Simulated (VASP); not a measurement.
# YAl3N4 (Cmc2_1) in VASP: relaxation of cell and atoms with PBE

Aim: the relaxation of cell and atoms of YAl3N4 with PBE.

All numbers are computed with VASP 6.6.1; they aren't measurements. Logs are shortened: lines on timing, memory, paths and dates and some standing lists are left out, and cuts for length are marked.

**1. Starting point**

Symmetry: Cmc2_1, No. 36, orthorhombic system. The conventional cell has a = 6.660 Å, b = 11.535 Å, c = 5.140 Å, α = 90.00°, β = 90.00°, γ = 90.00°. Al (site symmetry 1) has 4 N at 1.96 to 2.02 Å as nearest neighbours. Around Al (site symmetry m) lie 4 N at 1.96 to 2.02 Å. Y (site symmetry m) has 4 N at 1.96 to 2.02 Å as nearest neighbours. N (site symmetry m) has 2 Y at 1.96 to 2.02 Å and 2 Al at 2.02 Å as nearest neighbours. Around N (site symmetry 1) lie 3 Al at 1.96 to 2.02 Å and 1 Y at 2.02 Å. N (site symmetry m) is surrounded by 4 Al at 1.96 to 2.02 Å.

The cell was built by a generator and needn't be a form met in nature.

**2. Relaxation of cell and atoms, PBE**

Contents of INCAR:

```
SYSTEM = YAl3N4
ALGO = Normal ; EDIFF = 1E-7
EDIFFG = -0.01 ; ENCUT = 600
GGA = PE ; IBRION = 2
ISIF = 3 ; ISMEAR = 0
LASPH = .TRUE. ; LCHARG = .FALSE.
LREAL = .FALSE. ; LWAVE = .FALSE.
NELM = 60 ; NSW = 60
PREC = Accurate ; SIGMA = 0.05
```

Contents of KPOINTS:

```
k-points
0
G
  4 4 5
  0 0 0
```

Contents of POSCAR:

```
YAl3N4
1.0
    6.6600000000      0.0000000000      0.0000000000
   -3.3300000000      5.7677291892      0.0000000000
    0.0000000000      0.0000000000      5.1400000000
Al Y N
6 2 8
Direct
    0.1666666667      0.8333333333      0.0000000000
    0.3333333333      0.6666666667      0.5000000000
    0.6666666667      0.3333333333      0.0000000000
    0.8333333333      0.1666666667      0.5000000000
    0.6666666667      0.8333333333      0.0000000000
    0.8333333333      0.6666666667      0.5000000000
    0.1666666667      0.3333333333      0.0000000000
    0.3333333333      0.1666666667      0.5000000000
    0.1666666667      0.3333333333      0.3820000000
    0.3333333333      0.1666666667      0.8820000000
    0.1666666667      0.8333333333      0.3820000000
    0.3333333333      0.6666666667      0.8820000000
    0.6666666667      0.3333333333      0.3820000000
    0.8333333333      0.1666666667      0.8820000000
    0.6666666667      0.8333333333      0.3820000000
    0.8333333333      0.6666666667      0.8820000000
```

Potentials or basis: VASP PAW PBE potentials, release 64 (Al, Y_sv, N).

Launch:

```sh
> cat potpaw_PBE.64/Al/POTCAR potpaw_PBE.64/Y_sv/POTCAR potpaw_PBE.64/N/POTCAR > POTCAR
> mpirun -np 1 vasp_std > vasp.out
```

OUTCAR:

```text
SYSTEM = YAl3N4
   EDIFF = 1E-7
   EDIFFG = -0.01
   ENCUT = 600
   GGA = PE
   IBRION = 2
   ISIF = 3
   ISMEAR = 0
   LASPH = .TRUE.
   LREAL = .FALSE.
   NELM = 60
   NSW = 60
   PREC = Accurate

 ion  position               nearest neighbor table
   1  0.167  0.833  0.000-  11 1.96  12 2.02  10 2.02  16 2.02   2 3.21   2 3.21   8 3.21   8 3.21
                             6 3.21   6 3.21   3 3.33   7 3.33   7 3.33   3 3.33   5 3.33   5 3.33
   2  0.333  0.667  0.500-  12 1.96  11 2.02   9 2.02  15 2.02   1 3.21   1 3.21   7 3.21   7 3.21
                             5 3.21   5 3.21   8 3.33   4 3.33   8 3.33   4 3.33   6 3.33   6 3.33
   3  0.667  0.333  0.000-  13 1.96  14 2.02  16 2.02  10 2.02   4 3.21   4 3.21   6 3.21   6 3.21
                             8 3.21   8 3.21   5 3.33   1 3.33   5 3.33   1 3.33   7 3.33   7 3.33
   4  0.833  0.167  0.500-  14 1.96  13 2.02  15 2.02   9 2.02   3 3.21   3 3.21   5 3.21   5 3.21
                             7 3.21   7 3.21   2 3.33   6 3.33   6 3.33   2 3.33   8 3.33   8 3.33
   5  0.667  0.833  0.000-  15 1.96  16 2.02  14 2.02  12 2.02   6 3.21   6 3.21   4 3.21   4 3.21
                             2 3.21   2 3.21   7 3.33   3 3.33   3 3.33   7 3.33   1 3.33   1 3.33
   6  0.833  0.667  0.500-  16 1.96  15 2.02  13 2.02  11 2.02   5 3.21   5 3.21   3 3.21   3 3.21
                             1 3.21   1 3.21   8 3.33   4 3.33   4 3.33   8 3.33   2 3.33   2 3.33
   7  0.167  0.333  0.000-   9 1.96  10 2.02  12 2.02  14 2.02   8 3.21   8 3.21   2 3.21   2 3.21
                             4 3.21   4 3.21   1 3.33   5 3.33   1 3.33   5 3.33   3 3.33   3 3.33
   8  0.333  0.167  0.500-  10 1.96   9 2.02  11 2.02  13 2.02   7 3.21   7 3.21   1 3.21   1 3.21
                             3 3.21   3 3.21   2 3.33   6 3.33   2 3.33   6 3.33   4 3.33   4 3.33
   9  0.167  0.333  0.382-   7 1.96   8 2.02   2 2.02   4 2.02
  10  0.333  0.167  0.882-   8 1.96   7 2.02   1 2.02   3 2.02
  11  0.167  0.833  0.382-   1 1.96   2 2.02   8 2.02   6 2.02
  12  0.333  0.667  0.882-   2 1.96   1 2.02   7 2.02   5 2.02
  13  0.667  0.333  0.382-   3 1.96   4 2.02   6 2.02   8 2.02
  14  0.833  0.167  0.882-   4 1.96   3 2.02   5 2.02   7 2.02
  15  0.667  0.833  0.382-   5 1.96   6 2.02   4 2.02   2 2.02
  16  0.833  0.667  0.882-   6 1.96   5 2.02   3 2.02   1 2.02

  LATTYP: Found a hexagonal cell.
 ALAT       =     6.6600000000
 C/A-ratio  =     0.7717717718

  Lattice vectors:

 A1 = (   6.6600000000,   0.0000000000,   0.0000000000)
 A2 = (  -3.3300000000,   5.7677291892,   0.0000000000)
 A3 = (   0.0000000000,   0.0000000000,   5.1400000000)

Analysis of symmetry for initial positions (statically):
=====================================================================
 Subroutine PRICEL returns:
 Original cell was already a primitive cell.

 Routine SETGRP: Setting up the symmetry group for a
 hexagonal supercell.

 Subroutine GETGRP returns: Found  4 space group operations
 (whereof  1 operations were pure point group operations)
 out of a pool of 24 trial point group operations.

The static configuration has the point symmetry C_1 .
 The point group associated with its full space group is C_2v.

Analysis of symmetry for dynamics (positions and initial velocities):
=====================================================================
 Subroutine PRICEL returns:
 Original cell was already a primitive cell.

 Routine SETGRP: Setting up the symmetry group for a
 hexagonal supercell.

 Subroutine GETGRP returns: Found  4 space group operations
 (whereof  1 operations were pure point group operations)
 out of a pool of 24 trial point group operations.

The dynamic configuration has the point symmetry C_1 .
 The point group associated with its full space group is C_2v.

 Subroutine INISYM returns: Found  4 space group operations
 (whereof  1 operations are pure point group operations),
 and found     1 'primitive' translations

----------------------------------------------------------------------------------------

                                     Primitive cell

  volume of cell :     197.4432

  direct lattice vectors                    reciprocal lattice vectors
     6.660000000  0.000000000  0.000000000     0.150150150  0.086689230  0.000000000
    -3.330000000  5.767729189  0.000000000     0.000000000  0.173378459  0.000000000
     0.000000000  0.000000000  5.140000000     0.000000000  0.000000000  0.194552529

  length of vectors
     6.660000000  6.660000000  5.140000000     0.173378459  0.173378459  0.194552529

  position of ions in fractional coordinates (direct lattice)
     0.166666667  0.833333333  0.000000000
     0.333333333  0.666666667  0.500000000
     0.666666667  0.333333333  0.000000000
     0.833333333  0.166666667  0.500000000
     0.666666667  0.833333333  0.000000000
     0.833333333  0.666666667  0.500000000
[... 8 lines left out ...]
     0.666666667  0.833333333  0.382000000
[... 34 lines left out ...]
     0.000000000  0.000000000  0.038910506     0.000000000  0.000000000  0.200000000

  Length of vectors
     0.043344615  0.043344615  0.038910506

  Shift w.r.t. Gamma in fractional coordinates (k-lattice)
     0.000000000  0.000000000  0.000000000

 Subroutine IBZKPT returns following result:
 ===========================================

 Found     21 irreducible k-points:

 Following reciprocal coordinates:
            Coordinates               Weight
  0.000000  0.000000  0.000000      1.000000
  0.250000  0.000000  0.000000      4.000000
 -0.250000  0.250000  0.000000      2.000000
  0.500000  0.000000  0.000000      2.000000
  0.500000  0.500000  0.000000      1.000000
  0.250000  0.250000  0.000000      2.000000
[... 13 lines left out ...]
  0.250000  0.250000  0.400000      4.000000
 -0.250000  0.500000  0.400000      8.000000
   k-points           NKPTS =     21   k-points in BZ     NKDIM =     21   number of bands    NBANDS=     49
   number of dos      NEDOS =    301   number of ions     NIONS =     16
   total plane-waves  NPLWV = 122472
   dimension x,y,z NGX =    54 NGY =   54 NGZ =   42
   dimension x,y,z NGXF=   108 NGYF=  108 NGZF=   84
   ions per type =               6   2   8
   NGX,Y,Z   is equivalent  to a cutoff of  13.48, 13.48, 13.58 a.u.
   NGXF,Y,Z  is equivalent  to a cutoff of  26.96, 26.96, 27.17 a.u.
 SYSTEM =  YAl3N4
   PREC   = accura    normal or accurate (medium, high low for compatibility)
   ISTART =      0    job   : 0-new  1-cont  2-samecut
   ICHARG =      2    charge: 1-file 2-atom 10-const
   ISPIN  =      1    spin polarized calculation?
   LNONCOLLINEAR =      F non collinear calculations
   LSORBIT =      F    spin-orbit coupling
   LASPH  =      T    aspherical Exc in radial PAW
   ENCUT  =  600.0 eV  44.10 Ry    6.64 a.u.  13.30 13.30 10.27*2*pi/ulx,y,z
   NELM   =     60;   NELMIN=  2; NELMDL= -5     # of ELM steps
   EDIFF  = 0.1E-06   stopping-criterion for ELM
   LREAL  =      F    real-space projection
   EDIFFG = -.1E-01   stopping-criterion for IOM
   NSW    =     60    number of steps for IOM
   IBRION =      2    ionic relax: 0-MD 1-quasi-New 2-CG
   NFREE  =      1    steps in history (QN), initial steepest desc. (CG)
   ISIF   =      3    stress and relaxation
   ISYM   =      2    0-nonsym 1-usesym 2-fastsym
   POTIM  = 0.5000    time-step for ionic-motion
   TEBEG  =    0.0;   TEEND  =   0.0 temperature during run
   PSTRESS=    0.0 pullay stress
   NELECT =      80.0000    total number of electrons
   NUPDOWN=      -1.0000    fix difference up-down
   EMIN   =  10.00;   EMAX   =-10.00  energy-range for DOS
   EFERMI =   0.00;   METHOD = LEGACY
   ISMEAR =     0;   SIGMA  =   0.05  broadening in eV -4-tet -1-fermi 0-gaus
   EFERMI_NEDOS =   21; number of points for ismear=-14 and -15
   IALGO  =     38    algorithm
   IMIX   =      4    mixing-type and parameters
     AMIX     =   0.40;   BMIX     =  1.00
     AMIX_MAG =   1.60;   BMIX_MAG =  1.00
  volume/ion in A,a.u.               =      12.34        83.28
  Fermi-wavevector in a.u.,A,eV,Ry     =   1.211409  2.289231 19.966706  1.467512
  Thomas-Fermi vector in A             =   2.346925
   LORBIT       =      0    0 simple, 1 ext, 2 COOP (PROOUT), +10 PAW based schemes
   GGA     = PE    functional components
   LHFCALC =     F    Hartree Fock is set to
   AEXX    =    0.0000 exact exchange contribution
   IVDW    =     0    specifies the selected vdW correction
   LEPSILON=     F    determine dielectric tensor
   LRPA    =     F    only Hartree local field effects (RPA)
 conjugate gradient relaxation of ions
 non-spin polarized calculation
 Gauss-broadening in eV      SIGMA  =   0.05
  energy-cutoff  :      600.00
  volume of cell :      197.44
 maximum number of plane-waves:      6610
 NGX is ok and might be reduce to    54
   NGX = 27   NGY = 27   NGZ = 21

--------------------------------------- Ionic step        1  -------------------------------------------

 number of electron      80.0000002 magnetization

 Free energy of the ion-electron system (eV)
  ---------------------------------------------------
  ext. energy  EPLUGINS =         0.00000000
  ---------------------------------------------------
  free energy    TOTEN  =      -118.32766734 eV

  energy without entropy =     -118.32766734  energy(sigma->0) =     -118.32766734

------------------------ aborting loop because EDIFF is reached ----------------------------------------

  FORCE on cell =-STRESS in cart. coord.  units (eV):
  Direction    XX          YY          ZZ          XY          YZ          ZX
  --------------------------------------------------------------------------------------
  -------------------------------------------------------------------------------------
  Total        6.5796297      6.2165187     16.6419432     -0.3144633      0.0000000      0.0000000
  in kB       53.3912179     50.4447090    135.0431029     -2.5517515      0.0000000      0.0000000
  external PRESSURE =      79.6263433 kB  Pullay stress =       0.0000000 kB
[... 131 lines left out ...]
  FREE ENERGIE OF THE ION-ELECTRON SYSTEM (eV)
  ---------------------------------------------------
  free  energy   TOTEN  =      -122.1587899941 eV

  energy  without entropy=     -122.1587899941  energy(sigma->0) =     -122.15878999

[... ionic steps 4 to 19 ...]

--------------------------------------- Ionic step       20  -------------------------------------------

 number of electron      80.0000005 magnetization

------------------------ aborting loop because EDIFF is reached ----------------------------------------
[... 95 lines left out ...]
--------------------------------------- Ionic step       22  -------------------------------------------

 number of electron      80.0000005 magnetization

 Free energy of the ion-electron system (eV)
  ---------------------------------------------------
  ext. energy  EPLUGINS =         0.00000000
  ---------------------------------------------------
  free energy    TOTEN  =      -123.02549999 eV

  energy without entropy =     -123.02549999  energy(sigma->0) =     -123.02549999

 E-fermi :   5.2840     XC(G=0): -10.6591

 val. band max:        4.9730055978   @ k =   0.5000   0.5000   0.2000
 cond. band min:       7.6784950723   @ k =   0.0000   0.0000   0.0000
 fundamental gap:      2.7054894746
 Fermi energy:         5.2840431609

 k-point     1 :       0.0000    0.0000    0.0000
  band No.  band energies     occupation
      1     -35.0469      2.00000
      2     -35.0008      2.00000
      3     -15.5158      2.00000
      4     -15.4283      2.00000
      5     -15.4202      2.00000
      6     -15.3808      2.00000
[... 1124 lines left out ...]
  FREE ENERGIE OF THE ION-ELECTRON SYSTEM (eV)
  ---------------------------------------------------
  free  energy   TOTEN  =      -123.0254999885 eV

  energy  without entropy=     -123.0254999885  energy(sigma->0) =     -123.02549999

 reached required accuracy - stopping structural energy minimisation
```

Run time: 78 min. Hardware: 1 thread of Intel Xeon Platinum 8488C (Sapphire Rapids), shared host; peak memory 0.5 GiB.

What came out:

```yaml
Free_energy: -123.0255 eV
Relaxed_volume: 12.23 Å³/atom
Relaxed_cell: a = 6.565 Å, b = 6.565 Å, c = 5.160 Å, α = 90.00°, β = 90.00°, γ = 118.40°
Space_group_after_relaxing_to_0.05_Å: Cmc2_1 (No. 36)
Energy_gained_by_relaxing: 293.6 meV/atom
Ionic_steps: 22
Pressure_after_relaxing: 0.0 GPa
Largest_force_after_relaxing: 0.007 eV/Å
Band_gap_on_the_k_mesh: 2.71 eV, indirect (least direct gap 2.89 eV)
```

Forces in eV/Å, atoms in the order of the input:
```
Al  -0.007 -0.001  0.001
Al   0.007  0.001  0.001
Al  -0.002  0.007  0.001
Al   0.002 -0.007  0.001
Al   0.003 -0.002 -0.004
Al  -0.003  0.002 -0.004
Y    0.005 -0.003  0.002
Y   -0.005  0.003  0.002
N    0.003 -0.002  0.004
N   -0.003  0.002  0.004
N    0.004 -0.003  0.001
N   -0.004  0.003  0.001
N    0.005 -0.002  0.001
N   -0.005  0.002  0.001
N    0.001  0.000 -0.006
N   -0.001  0.000 -0.006
```

Step by step:
| step | energy change (eV) | largest force (eV/Å) | pressure (GPa) | volume (Å³) |
| --- | --- | --- | --- | --- |
| 1 | 0.0000 | 7.1217 | 7.96 | 197.44 |
| 2 | -3.3502 | 1.4640 | -12.26 | 215.43 |
| 3 | -3.8311 | 1.1657 | -8.65 | 210.03 |
| 4 | -4.4243 | 0.9841 | 3.89 | 192.70 |
| 5 | -4.4623 | 0.8119 | 1.07 | 195.90 |
| 6 | -4.5552 | 0.5599 | 0.40 | 196.36 |
| 7 | -4.5609 | 0.5002 | 0.23 | 196.50 |
| 8 | -4.6251 | 0.3455 | -0.74 | 197.25 |
| 9 | -4.6356 | 0.3664 | -1.30 | 197.71 |
| 10 | -4.6707 | 0.2052 | 0.69 | 195.14 |
| 11 | -4.6707 | 0.2051 | 0.68 | 195.15 |
| 12 | -4.6849 | 0.1400 | -0.01 | 195.83 |
| 13 | -4.6852 | 0.1521 | -0.13 | 195.96 |
| 14 | -4.6922 | 0.0810 | -0.19 | 195.97 |
| 15 | -4.6925 | 0.0973 | -0.20 | 195.98 |
| 16 | -4.6965 | 0.0552 | 0.20 | 195.48 |
| 17 | -4.6965 | 0.0558 | 0.21 | 195.46 |
| 18 | -4.6974 | 0.0466 | -0.16 | 195.84 |
| 19 | -4.6975 | 0.0247 | -0.07 | 195.75 |
| 20 | -4.6977 | 0.0181 | 0.01 | 195.66 |
| 21 | -4.6977 | 0.0184 | 0.01 | 195.66 |
| 22 | -4.6978 | 0.0072 | 0.04 | 195.64 |

Final structure:
```
CELL_PARAMETERS angstrom
6.56476 0.09165 0.00000
-3.20300 5.73108 0.00000
0.00000 0.00000 5.15983
ATOMIC_POSITIONS crystal
Al 0.16319 0.83216 0.00089
Al 0.33681 0.66784 0.50089
Al 0.66784 0.33681 0.00089
Al 0.83216 0.16319 0.50089
Al 0.66187 0.83813 0.98821
Al 0.83813 0.66187 0.48821
Y 0.14956 0.35044 0.99724
Y 0.35044 0.14956 0.49724
N 0.15832 0.34168 0.44789
N 0.34168 0.15832 0.94789
N 0.14641 0.78810 0.36182
N 0.35359 0.71190 0.86182
N 0.71190 0.35359 0.36182
N 0.78810 0.14641 0.86182
N 0.66796 0.83204 0.36925
N 0.83204 0.66796 0.86925
```

Caveat: an odd mesh through Γ misses points on the zone boundary, where band edges often lie.
